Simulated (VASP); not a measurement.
Consider the following.

```
MgPt7
1.0
    0.00000     3.93653     3.93653
    3.93653     0.00000     3.93653
    3.93653     3.93653     0.00000
Mg Pt
1 7
Cartesian
  0.00000   0.00000   0.00000
  0.00000   1.96826   1.96826
  1.96826   3.93653   1.96826
  3.93653   1.96826   1.96826
  1.96826   0.00000   1.96826
  1.96826   1.96826   3.93653
  1.96826   1.96826   0.00000
  3.93653   3.93653   3.93653
```

Computed with PBEsol GGA, VASP's PBE PAW potentials (set 64) (plane waves; VASP 6.6.1). Settings: 300 eV cut-off, 6×6×6 Γ-centred mesh, Gaussian smearing of 0.27 eV, potentials Mg Pt.

At this cut-off the stress carries a Pulay error, which pulls relaxed volumes low.

Question: The ions, cell shape and volume are relaxed. What does this cell relax into?

Answer: 
```
MgPt7
1.0
    0.00000     3.91143     3.91143
    3.91143     0.00000     3.91143
    3.91143     3.91143     0.00000
Mg Pt
1 7
Direct
  0.00000   0.00000   0.00000
  0.50000   0.00000   0.00000
  0.50000   0.00000   0.50000
  0.00000   0.50000   0.50000
  0.00000   0.50000   0.00000
  0.50000   0.50000   0.00000
  0.00000   0.00000   0.50000
  0.50000   0.50000   0.50000
```
Space group Fm-3m (225), at a tolerance of 0.03 Å.

Question: How do energy and volume change from the first to the last step?

Answer: The energy (σ→0) changes by -4.7 meV/atom and the volume by -1.9 %, in 3 ionic steps.

The structure comes from a computed database's MgPt7 entry (Fm-3m); how it stands against other phases isn't given here. This run relaxes it. Symmetry was kept, so distortions that lower it aren't found. The run is one of a series of settings (EDIFFG = -0.01, IBRION = 2, ISIF = 3, NSW = 50 against the base run), some of them coarse on purpose.
